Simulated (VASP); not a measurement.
Input for VASP

### INCAR
```
SYSTEM = SnTe
PREC = Accurate; ENCUT = 300; LREAL = F
LASPH = T
EDIFF = 1E-6; NELM = 100; ALGO = Normal
LMAXMIX = 4
ISMEAR = 1; SIGMA = 0.1
GGA = PS
ISIF = 2
LWAVE = F; LCHARG = F
```

File KPOINTS:
```
kpoints
0
Gamma
  4 4 4
0 0 0
```

POSCAR:
```
SnTe
3.1858150
  0.0000000000   1.0000000000   1.0000000000
  1.0000000000   0.0000000000   1.0000000000
  1.0000000000   1.0000000000   0.0000000000
Sn Te
1 1
Cart
  0.0011830000   0.0075890000   0.0154960000
  0.9988170000   0.9924110000   0.9845040000
```

POTCAR, in this order: Sn_d Te (PBE.64 set). Program: vasp_std.

Question: Write an equivalent input for Quantum ESPRESSO's pw.x.

Answer: One equivalent input (not run):
```
&CONTROL
  calculation = 'scf'
  pseudo_dir = './pseudo'
  outdir = './out'
  tprnfor = .true.
  tstress = .true.
/
&SYSTEM
  ibrav = 0
  nat = 2
  ntyp = 2
  ecutwfc = 82.3
  occupations = 'smearing'
  smearing = 'methfessel-paxton'
  degauss = 0.00735
  input_dft = 'pbesol'
/
&ELECTRONS
  conv_thr = 7.3e-08
  electron_maxstep = 100
/
ATOMIC_SPECIES
  Sn 118.710 Sn.upf
  Te 127.600 Te.upf
CELL_PARAMETERS angstrom
     0.0000000    3.1858150    3.1858150
     3.1858150    0.0000000    3.1858150
     3.1858150    3.1858150    0.0000000
ATOMIC_POSITIONS crystal
  Sn   0.0109510  0.0045450 -0.0033620
  Te   0.4890490  0.4954550  0.5033620
K_POINTS automatic
  4 4 4 0 0 0
```
What does not carry over: the potentials are each code's own (VASP's PAW set, PseudoDojo norm-conserving files in pw.x), so ENCUT and ecutwfc are chosen apart and not converted; conv_thr bounds pw.x's estimated SCF error, while EDIFF bounds the energy change between steps.

The structure comes from a computed database's SnTe entry; how it stands against other phases isn't given here. The cell was not relaxed at this level, atoms are displaced from their ideal sites. The k-mesh is coarse (spacing up to 0.43 per Å, 2π included), so the numbers may not be converged in it. The run is one of a series of settings (KPOINTS 4×4×4 Γ-centred mesh against the base run), some of them coarse on purpose.
